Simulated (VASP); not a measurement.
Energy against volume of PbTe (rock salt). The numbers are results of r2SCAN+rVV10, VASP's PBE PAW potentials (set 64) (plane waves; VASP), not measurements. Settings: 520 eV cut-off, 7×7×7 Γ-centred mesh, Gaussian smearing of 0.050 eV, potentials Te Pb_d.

| V (Å³/atom) | E (eV/atom) |
|---|---|
| 33.272 | -41.06705 |
| 34.301 | -41.07183 |
| 35.330 | -41.06798 |
| 36.359 | -41.05683 |

**Question.** Fit these four points and predict the energy of the run at 32.243 Å³/atom.

**Answer.** A cubic in V^(−2/3), the third-order Birch-Murnaghan form, passes through the four points with V0 = 34.33 Å³/atom and B0 = 45 GPa, and gives -41.0521 eV/atom there. The run gave -41.0521 eV/atom, -0.1 meV/atom from the fit; all five points give B0 = 44 GPa.

The compound is PbTe in the rock salt structure. It was relaxed first.
